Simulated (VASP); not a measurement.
An input for Ansatz (written as the equivalent of a VASP run, and not itself run):

Ansatz 0.2 input:
```yaml
crystal:
  lattice:
    - [3.6041358, 0.0000000, 0.0000000]
    - [-1.8020679, 3.1212734, 0.0000000]
    - [0.0000000, 0.0000000, 5.5481517]
  atoms:
    - { symbol: Y, position: [0.6666670, 0.3333330, 0.7500000] }
    - { symbol: Y, position: [0.3333330, 0.6666670, 0.2500000] }
kpoints:
  mp_grid: { grid: [11, 11, 6] }
hamiltonian:
  xc: pbesol
  pseudopotentials: { kind: paw }
scf:
  occupations: { method: methfessel_paxton, width: 0.1 }
  max_iter: 100
relax:
  max_steps: 60
  f_tol: 0.01
  cell: {}
output: { forces: true, stress: true, eigenvalues: true }
```

Translate this input to VASP (INCAR, KPOINTS, POSCAR, choice of POTCAR).

Several could match; the one computed here: 
POSCAR:
```
Y
1.0
  3.6041357921   0.0000000000   0.0000000000
 -1.8020678961   3.1212734203   0.0000000000
  0.0000000000   0.0000000000   5.5481516529
Y
2
Direct
  0.6666670000   0.3333330000   0.7500000000
  0.3333330000   0.6666670000   0.2500000000
```

**KPOINTS**
```
Automatic mesh
0
Gamma
11 11 6
0 0 0
```

**INCAR**
```
# general
SYSTEM  = Y
PREC    = Accurate
ENCUT   = 480   # plane-wave cut-off (eV)
LREAL   = .FALSE.   # projection in real space or not
LASPH   = .TRUE.   # aspherical one-centre terms

# electronic loop
EDIFF   = 1E-6
NELM    = 100   # most electronic steps
ALGO    = Normal
LMAXMIX = 4   # l cut-off of mixed one-centre charges

# smearing
ISMEAR  = 1
SIGMA   = 0.1   # width (eV)

# functional
GGA     = PS   # PBEsol

# ions
IBRION  = 2
NSW     = 60   # most ionic steps
ISIF    = 3
EDIFFG  = -0.01

# output
LWAVE   = .FALSE.
LCHARG  = .FALSE.
```

POTCAR, in this order: Y_sv (PBE.64 set). Program: vasp_std.

The two are equivalent in intent, not identical: each code has its own PAW files, so the cut-off isn't converted (ENCUT is set for VASP's; basis.ecutwfc is left out, and Ansatz then takes the one that its files recommend); Ansatz stops its SCF on the density residual and VASP on the energy change (EDIFF).

The compound is Y in the hcp structure. This run relaxes it. Symmetry was kept, so distortions that lower it aren't found. The start is the result of an earlier pass.
